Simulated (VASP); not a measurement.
CdSe:

```xyz
2
Lattice="0.0000 3.0250 3.0250 3.0250 0.0000 3.0250 3.0250 3.0250 0.0000" Properties=species:S:1:pos:R:3 pbc="T T T"
Cd    0.0000    0.0000    0.0000
Se    1.5125    1.5125    1.5125
```

Measurements of this composition are mostly on another form, of space group No. 186.

| Item | Value |
| --- | --- |
| Program | VASP 6.6.1 |
| Task | relaxation of cell and atoms |
| Functional | r2SCAN |
| Potentials or basis | VASP PAW PBE potentials, release 64 (Cd, Se) |
| Cutoff | 600 eV |
| k mesh | 8 × 8 × 8 |
| Occupations | gaussian, width 0.02 eV |
| Spin | no spin polarisation |

At the start: pressure 2.6 GPa; volume 27.68 Å³/atom.

Task: Where does the relaxation end?

Result: Over 3 steps the energy falls by 9.7 meV/atom and the volume is 28.95 Å³/atom (+4.6 %); space group F-43m (No. 216, to 0.05 Å).

Step by step:
```tsv
step	energy change (eV)	largest force (eV/Å)	pressure (GPa)	volume (Å³)
1	0.0000	0.0000	2.57	55.36
2	-0.0163	0.0000	-0.93	58.99
3	-0.0195	0.0000	0.01	57.90
```

Final structure:
```xyz
2
Lattice="0.0000 3.0705 3.0705 3.0705 0.0000 3.0705 3.0705 3.0705 0.0000" Properties=species:S:1:pos:R:3 pbc="T T T"
Cd    0.0000    0.0000    0.0000
Se    1.5352    1.5352    1.5352
```

Caveat: the PAW data sets were made with another functional, which shifts forces and pressure a little.
